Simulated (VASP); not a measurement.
Se (space group R-3): computed properties

Computed with PBEsol GGA, VASP's PBE PAW potentials (set 64) (plane waves; VASP).

space group: R-3 (148)
cell: a = b = 10.7081 Å, c = 4.5958 Å, α = β = 90.00°, γ = 120.00°
volume per atom: 25.35 Å³/atom
band gap (over mesh and band path): 0.99 eV
smallest direct gap (over mesh and band path): 1.12 eV
band gap with spin-orbit coupling: 0.96 eV
density: 5.17 g/cm³
mean ε∞ (independent particles): 22.61

```xyz
6
Lattice="5.3541 3.0912 1.5319 -5.3541 3.0912 1.5319 0.0000 -6.1823 1.5319" Properties=species:S:1:pos:R:3 pbc="T T T"
Se     0.7195     4.1659     2.4875
Se    -0.7195    -4.1659     2.1083
Se    -3.9675    -1.4598     2.4875
Se     3.9675     1.4598     2.1083
Se     3.2480    -2.7061     2.4875
Se    -3.2480     2.7061     2.1083
```

The structure comes from a computed database's Se entry (R-3); how it stands against other phases isn't given here. It was relaxed first, which changed the volume by -15 %. Symmetry was kept, so distortions that lower it aren't found.
